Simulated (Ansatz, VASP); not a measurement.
# Ge (Germanium) in two plane-wave programs, part 2 of 2

Aim: how closely do two programs agree when they are given the same cell, functional and k mesh? The cell is taken from a series of runs on this material, whose earlier steps may have relaxed, scaled, displaced or heated it; both programs get it as it stands.

VASP 6.6.1 and Ansatz 0.2.0.

So far: The structure; VASP: zone-centre phonons, r2SCAN.

**2. VASP: zone-centre phonons, r2SCAN (continued)**

Level of this step: r2SCAN; plane waves and PAW (Ge_d) (VASP).

Numbers of over 12 decimals in the logs are rounded to 6 here.

Parts of OUTCAR (step 2):

```text
ion  position               nearest neighbor table
   1  0.500  0.500  0.500-   2 2.46   2 2.46   2 2.46   2 2.46
   2  0.750  0.750  0.750-   1 2.46   1 2.46   1 2.46   1 2.46

  LATTYP: Found a face centered cubic cell.
 ALAT       =     5.6738414886

 Subroutine GETGRP returns: Found 12 space group operations
 (whereof  6 operations were pure point group operations)

The static configuration has the point symmetry C_3v.
 The point group associated with its full space group is D_3d.

   k-points           NKPTS =   1728   k-points in BZ     NKDIM =   1728   number of bands    NBANDS=     20

   dimension x,y,z NGX =    32 NGY =   32 NGZ =   32
   dimension x,y,z NGXF=    64 NGYF=   64 NGZF=   64

   ENCUT  =  550.0 eV  40.42 Ry    6.36 a.u.   7.67  7.67  7.67*2*pi/ulx,y,z

   NELECT =      28.0000    total number of electrons

 k-points in reciprocal lattice and weights: Points of the shifted mesh
   0.04166667  0.04166667  0.04166667       0.001
   0.04166667  0.04166667  0.12500000       0.001
   0.04166667  0.04166667  0.20833333       0.001
   0.04166667  0.04166667  0.29166667       0.001
   0.04166667  0.04166667  0.37500000       0.001
   0.04166667  0.04166667  0.45833333       0.001
   0.04166667  0.04166667  0.54166667       0.001
   0.04166667  0.04166667  0.62500000       0.001
   0.04166667  0.04166667  0.70833333       0.001
[...]
0.95833333  0.95833333  0.87500000       0.001
   0.95833333  0.95833333  0.95833333       0.001

 average (electrostatic) potential at core
       1 -79.5228       2 -79.5228

 E-fermi :   4.9091

 k-point     1 :       0.0417    0.0417    0.0417
  band No.  band energies     occupation
    ...
     10     -20.4923      2.00000
     11      -8.4987      2.00000
     12       4.0983      2.00000
     13       4.5977      2.00000
     14       4.6956      2.00000
     15       5.5570      0.00000
     16       7.4523      0.00000
     17       7.5096      0.00000
     18       7.5460      0.00000
     19      11.8720      0.00000
    ...

 k-point     2 :       0.0417    0.0417    0.1250
  band No.  band energies     occupation
    ...
     10     -20.4842      2.00000
     11      -8.3807      2.00000
     12       2.8211      2.00000
     13       4.1982      2.00000
     14       4.5930      2.00000
     15       6.1396      0.00000
     16       7.6170      0.00000
     17       7.7239      0.00000
     18       8.2882      0.00000
     19      12.4323      0.00000
    ...

 k-point     3 :       0.0417    0.0417    0.2083
  band No.  band energies     occupation
    ...
     10     -20.4763      2.00000
     11      -8.0899      2.00000
     12       1.1773      2.00000
     13       3.7526      2.00000
     14       4.2514      2.00000
     15       6.0914      0.00000
     16       8.0697      0.00000
     17       8.3319      0.00000
     18       9.5336      0.00000
     19      13.1222      0.00000
    ...

  Total        0.0520495      0.0562612      0.0562612     -0.0009847     -0.1266837     -0.0009846
  in kB        1.8262299      1.9740042      1.9740042     -0.0345481     -4.4448754     -0.0345454
  external PRESSURE =       1.9247461 kB  Pullay stress =       0.0000000 kB

  energy-cutoff  :      550.00
  volume of cell :       45.66
      direct lattice vectors                 reciprocal lattice vectors
     0.000000000  2.836920744  2.836920744    -0.176247433  0.176247433  0.176247433
     2.836920744  0.000000000  2.836920744     0.176247433 -0.176247433  0.176247433
     2.836920744  2.836920744  0.000000000     0.176247433  0.176247433 -0.176247433

 POSITION                                       TOTAL-FORCE (eV/Angst)
 -----------------------------------------------------------------------------------
      2.82183      2.83683      2.83683         0.175363     -0.000036     -0.000036
      4.25547      4.25547      4.25547        -0.175363      0.000036      0.000036
 -----------------------------------------------------------------------------------
    total drift:                                0.000300     -0.000002     -0.000002

  FREE ENERGIE OF THE ION-ELECTRON SYSTEM (eV)
  ---------------------------------------------------
  free  energy   TOTEN  =       -27.7446986576 eV

  energy  without entropy=      -27.7446986576  energy(sigma->0) =      -27.74469866

 Eigenvectors and eigenvalues of the dynamical matrix
 ----------------------------------------------------

   1 f  =    8.873730 THz    55.755290 2PiTHz  295.995772 cm-1    36.698782 meV
             X         Y         Z           dx          dy          dz
      2.836829  2.836829  2.836829    -0.288675   -0.288675    0.577350
      4.255472  4.255472  4.255472     0.288675    0.288675   -0.577350

   2 f  =    8.873730 THz    55.755290 2PiTHz  295.995772 cm-1    36.698782 meV
             X         Y         Z           dx          dy          dz
      2.836829  2.836829  2.836829    -0.500000    0.500000   -0.000000
      4.255472  4.255472  4.255472     0.500000   -0.500000   -0.000000

   3 f  =    8.872602 THz    55.748200 2PiTHz  295.958133 cm-1    36.694115 meV
             X         Y         Z           dx          dy          dz
      2.836829  2.836829  2.836829    -0.408248   -0.408248   -0.408248
      4.255472  4.255472  4.255472     0.408248    0.408248    0.408248

   4 f  =    0.000000 THz     0.000001 2PiTHz    0.000006 cm-1     0.000001 meV
             X         Y         Z           dx          dy          dz
      2.836829  2.836829  2.836829    -0.048859   -0.699405   -0.091897
      4.255472  4.255472  4.255472    -0.048859   -0.699405   -0.091897

   5 f  =    0.000000 THz     0.000001 2PiTHz    0.000004 cm-1     0.000000 meV
             X         Y         Z           dx          dy          dz
      2.836829  2.836829  2.836829     0.012978    0.091210   -0.701079
      4.255472  4.255472  4.255472     0.012978    0.091210   -0.701079

   6 f/i=    0.000000 THz     0.000000 2PiTHz    0.000002 cm-1     0.000000 meV
             X         Y         Z           dx          dy          dz
      2.836829  2.836829  2.836829     0.705297   -0.050130    0.006535
      4.255472  4.255472  4.255472     0.705297   -0.050130    0.006535

 ELASTIC MODULI CONTR FROM IONIC RELAXATION (kBar)
 Direction    XX          YY          ZZ          XY          YZ          ZX
 --------------------------------------------------------------------------------
 XX          -0.0067     -0.0043     -0.0043      0.3600      1.0722      0.3600
 YY          -0.0043     -0.0067     -0.0043      0.3600      0.3600      1.0722
 ZZ          -0.0043     -0.0043     -0.0067      1.0722      0.3600      0.3600
 XY           0.3600      0.3600      1.0722   -210.5983     -0.0167     -0.0167
 YZ           1.0722      0.3600      0.3600     -0.0167   -210.5983     -0.0167
 ZX           0.3600      1.0722      0.3600     -0.0167     -0.0167   -210.5983
 --------------------------------------------------------------------------------

 total charge
# of ion       s       p       d       tot
------------------------------------------
    1        1.105   1.283  10.021  12.409
    2        1.105   1.283  10.021  12.409
--------------------------------------------------
tot          2.209   2.566  20.043  24.818

[... 3 further parts left out ...]
```

Levels, forces or a CONTCAR printed for this step are those of its last displaced cell, not of the structure at rest.

**3. Ansatz: zone-centre phonons, r2SCAN**

Ansatz runs on its PAW soft_1 files.

The same cell, functional, mesh and smearing now go to Ansatz, which takes its cutoff from its data sets.

Input file input.yaml:

```yaml
crystal:
  lattice:
    - [0.0, 2.8369207443, 2.8369207443]
    - [2.8369207443, 0.0, 2.8369207443]
    - [2.8369207443, 2.8369207443, 0.0]
  atoms:
    - { symbol: Ge, position: [0.499983901, 0.499983901, 0.499983901] }
    - { symbol: Ge, position: [0.750016099, 0.750016099, 0.750016099] }
kpoints:
  mp_grid: { grid: [12, 12, 12], shift: [0.5, 0.5, 0.5] }
hamiltonian:
  xc: r2scan
  pseudopotentials: { kind: paw, azcp: { folder: soft_1 } }
scf:
  occupations: { method: gaussian, width: 0.02 }
output:
  eigenvalues: true
phonons:
  method: dfpt
```

Run with:

```sh
$ ansatz run input.yaml --threads 4 --pin off --max-ram 10240MiB --backend cpu --events-out ev --progress --plain --runs-dir out
```

What it wrote:

```text
Engine: ansatz 0.2.0, aarch64-unknown-linux-gnu
Pseudopotentials: kind: paw
Pseudopotential: Ge, paw, valence charge 14, recommended cutoff 500 eV (meta_gga), soft_1/Ge.paw.azcp
Functional definition: r2SCAN
  parameter k0 = 0.174
  parameter k1 = 0.065
  parameter a1 = 4.9479
  exchange = r2scan_x(k0 = k0, k1 = k1, a1 = a1)
  correlation = r2scan_c
Crystal: 2 atoms, lattice volume = 45.664 Å³
Basis set: ecut = 500 eV, 1211 PW (Γ), exchange–correlation on 160×160×160 points (125 copies of the dense FFT grid, shifted against one another)
Bands: 18, of which v1, the nominal top of the filled ones, is band 14 counted from 1 (13 counted from 0)
Symmetry: 12 space group operations
k-points: 468 of 1728 (irreducible under 2 space group operations, time reversal used)
Non-local potential: Ge, projectors of the file, l = 0: 2, l = 1: 2, l = 2: 3, l = 3: 1
PAW form: soft (Blöchl's): semilocal exchange-correlation on the pseudo side does not see the compensation charge
PAW frozen core: Ge, regenerated for the run's functional (the file was generated under x = pbe(κ = 0.804, μ = 0.219515), c = pbe(β = 0.066725))
PAW one-centre angular grid: Ge, 590 points (default); XC on 160 Gauss nodes
Initial density: superposition of atomic densities (chi_scale 0.1, normalization cell)
Initial wavefunctions: pseudopotential atomic-orbital guess
Functional: x = r2scan, c = r2scan; τ floored in thin density (d = 2e-4 eV/Å³)
iter 1 solved again at ethr=1.68e-3 eV; its pass at ethr=3.10e-3 eV (dr2=4.71e-1 eV) is discarded
SCF iter   1: F=—  HF=-8605.761934 eV  |F-HF|=—  |Δ(HF+E_count)|=         —  Δρ=3.72e-2  dr2=4.75e-1  dr2_τ=4.47e-3  ethr=1.68e-3  ⟨swp⟩=1.0  Hψ=51280  notcnv=0
preconditioner: auto → none  [insulator: Δε(μ)=0.421 eV  Ē_g=24.307 eV  σ=0.020 eV  W_gap=1.00  n_scr=14 (ndim 8)  ℏωp=29.1 eV  f_vac=0.000  D(μ)=0.00/eV (n_scr^D=0)  ε∞_Penn≈2.4]
SCF iter   2: F=—  HF=-8605.802394 eV  |F-HF|=—  |Δ(HF+E_count)|=   4.05e-2  Δρ=1.89e-2  dr2=1.01e-1  dr2_τ=6.79e-4  ethr=1.68e-3  ⟨swp⟩=2.1  Hψ=10346  notcnv=0
SCF iter   3: F=—  HF=-8605.833291 eV  |F-HF|=—  |Δ(HF+E_count)|=   3.09e-2  Δρ=3.04e-3  dr2=1.83e-3  dr2_τ=3.49e-5  ethr=3.62e-4  ⟨swp⟩=3.1  Hψ=16932  notcnv=0
SCF iter   4: F=—  HF=-8605.831350 eV  |F-HF|=—  |Δ(HF+E_count)|=   1.94e-3  Δρ=6.38e-4  dr2=6.61e-5  dr2_τ=9.43e-7  ethr=6.55e-6  ⟨swp⟩=2.1  Hψ=16893  notcnv=0
SCF iter   5: F=—  HF=-8605.831389 eV  |F-HF|=—  |Δ(HF+E_count)|=   3.91e-5  Δρ=1.21e-4  dr2=2.97e-6  dr2_τ=5.07e-8  ethr=2.36e-7  ⟨swp⟩=2.1  Hψ=14374  notcnv=0
SCF iter   6: F=—  HF=-8605.831391 eV  |F-HF|=—  |Δ(HF+E_count)|=   1.43e-6  Δρ=3.95e-6  dr2=2.62e-9  dr2_τ=8.15e-11  ethr=1.06e-8  ⟨swp⟩=2.0  Hψ=14976  notcnv=0
SCF iter   7: F=—  HF=-8605.831391 eV  |F-HF|=—  |Δ(HF+E_count)|=   3.89e-9  Δρ=6.82e-7  dr2=5.93e-11  dr2_τ=2.43e-12  ethr=9.36e-12  ⟨swp⟩=2.0  Hψ=14976  notcnv=0
SCF iter   8: F=-8605.831391 eV  HF=-8605.831391 eV  |F-HF|=0.00e0  |Δ(HF+E_count)|=  1.67e-10  Δρ=7.35e-8  dr2=1.48e-12  dr2_τ=3.60e-14  ethr=1.00e-12  ⟨swp⟩=6.3  Hψ=36918  notcnv=0
SCF 1 converged in 8 iterations: F = -8605.831391 eV  dr2 = 1.48e-12
  greatest PAW one-centre occupation: 0.998 electrons in one spin orbital (limit 2), on the Ge atom at site 1 (counted from 0), in its partial waves of l = 2
DFPT response loops at Γ: preconditioner auto → none (the input reference at scf.mixing.eps_inf says where Resta's filter doesn't serve); β = 0.50; Broyden in place of MSR1
SCF converged after 8 iterations
Free energy (F): -8605.831391 eV
Harris-Foulkes:  -8605.831391 eV  (|F-HF|=0.00e0)
Internal energy: -8605.831391 eV  (E = F + TS)
E sigma→0 (E₀):  -8605.831391 eV
Fermi energy:    8.434560 eV
--- Per-component energies (eV) ---
  E_band       = -321.661635
  E_kinetic    = 184.834069
  E_local      = -4514.617521  (includes V_loc(G=0)·N_el)
  E_nonlocal   = 436.637095
  E_hartree    = 2153.354826
  E_xc         = -131.732463
  E_vxc        = -136.645693  (∫ρ·V_xc dr)
  E_paw        = -4052.588959  (= ΣΔE_a)
  E_vpaw       = -605.738210  (= ΣTr[D̂ρ^β])
  E_aug_tail   = -0.000009  (compensation charges beyond the density's cutoff)
  E_vtau       = 7.159010  (kinetic-family band-sum trace: ∫τ·v_τ [+ j·A + Jᵃ·Aᵃ] dr)
  E_ewald      = -2679.546908
  E_core_change = -2.171521  (= ΣΔE_core)
  E_smearing   = -0.000000  (= −TS)
  E_closure    = -0.000000  (closes the sum)
  Σ components = -8605.831391   (vs F -8605.831391, Δ=0.00e0)
--- Band table (eV; the first three rows and the last of 468) ---
  k-point 0: bands = [... 10 lower, -4.9744, 7.5945, 8.1850, 8.1850, 9.0865, 11.0200, 11.0200, 11.0516]
  k-point 1: bands = [... 10 lower, -4.8568, 6.3654, 7.7014, 8.1049, 9.6707, 11.1458, 11.2684, 11.8102]
  k-point 2: bands = [... 10 lower, -4.5670, 4.7276, 7.2498, 7.7711, 9.6068, 11.5867, 11.8787, 13.0691]
  k-point 467: bands = [... 10 lower, -2.8130, 0.4298, 6.5367, 6.7180, 8.9115, 12.1793, 12.3259, 16.0029]
--- Phonons (Γ-DFPT): 1 representative perturbation + reference, on 468 of 1728 k-points (Σ response iterations 5) ---
  k mesh reduced under 2 symmetry operations, with k and −k counted as one. Each operation leaves every solved perturbation unchanged. A smaller set is not considered because the functional reads the kinetic-energy density
  ASR residual: 2.755e-6 → 0.000e0 eV/Å²; symmetrization residual: 3.618e-12 eV/Å²
  ASR residual per site (eV/Å²): 2.75e-6 2.75e-6
  Γ frequencies (cm⁻¹): 0.00 0.00 0.00 295.99 296.03 296.03
  non-analytic LO–TO correction: not included (Born effective charges unavailable; polar crystals: no LO–TO splitting at Γ)
```

**4. Side by side**

Known differences besides the potentials themselves: VASP keeps PBE cores, Ansatz makes them for the functional; the cutoff is 500 eV in Ansatz and 550 eV in VASP; VASP uses finite displacements, Ansatz perturbation theory. Total energies have different zeros and are not compared.

The two programs side by side:

```tsv
quantity	Ansatz	VASP	difference
optical mode 1 to 3 (cm⁻¹)	296.0	296.0	+0.01 %
```

Modes are paired by rising frequency, not by their patterns, so a pair may set unlike modes beside each other; they are those without the splitting of longitudinal modes.

**5. Outcome**

| Quantity | Value |
| --- | --- |
| r.m.s. difference of the optical zone-centre modes, each program's sorted by frequency (zone-centre phonons, r2SCAN) | 0.033 cm⁻¹ |

What this shows: The r.m.s. difference of the optical zone-centre modes, each program's sorted by frequency is 0.033 cm⁻¹ (zone-centre phonons, r2SCAN). Such differences can come from data sets, numerical settings and the points named under the comparisons, not from the functional's error against experiment.

[Lines on the potential files, build, host, timing and source positions are cut from VASP's logs without a mark.]

[Logs are printed without paths, hosts, clocks, repeated set-up lines and the standing remarks that a program may print on its own settings, such as how far it seeks lower states.]

[Hosts, paths, dates, database ids (printed as entryN), source tags and the programs' standing remarks are cut or masked in the printed files.]
